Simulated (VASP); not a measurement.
The system is BN.

```
N B
1.0
     2.49824    0.00000    0.00000
    -1.24912    2.16354    0.00000
     0.00000    0.00000    6.63570
N B
2 2
Cartesian
  1.2491 0.7212 1.6589
  0.0000 1.4424 4.9768
  1.2491 0.7212 4.9768
  0.0000 1.4424 1.6589
```

Program: VASP 6.6.1. Alike in all runs: task band structure; no spin polarisation; cell as given; smearing gaussian 0.02 eV.

Task: Order these runs on this cell by their band gap on the k mesh, lowest first.
A. level PBE; potentials or basis VASP PAW PBE potentials, release 64 (N_GW, B_GW); k mesh 12 × 12 × 4; cutoff (eV) 450
B. level TB-mBJ; potentials or basis VASP PAW PBE potentials, release 64 (N, B); k mesh 12 × 12 × 4; cutoff (eV) 520
C. level PBE0; potentials or basis VASP PAW PBE potentials, release 64 (N, B); k mesh 8 × 8 × 4; cutoff (eV) 520; grid for exact exchange (PRECFOCK) Fast; exchange at q = 0 truncated
D. level r2SCAN; potentials or basis VASP PAW PBE potentials, release 64 (N, B); k mesh 12 × 12 × 4; cutoff (eV) 520
E. level HSE06; potentials or basis VASP PAW PBE potentials, release 64 (N, B); k mesh 8 × 8 × 4; cutoff (eV) 520; grid for exact exchange (PRECFOCK) Fast; screening parameter 0.2 1/A

Result: A (4.30 eV), D (4.89 eV), E (5.60 eV), B (6.04 eV), C (6.34 eV).

A k mesh can miss the band edges.

Not every run made on this cell is shown here.
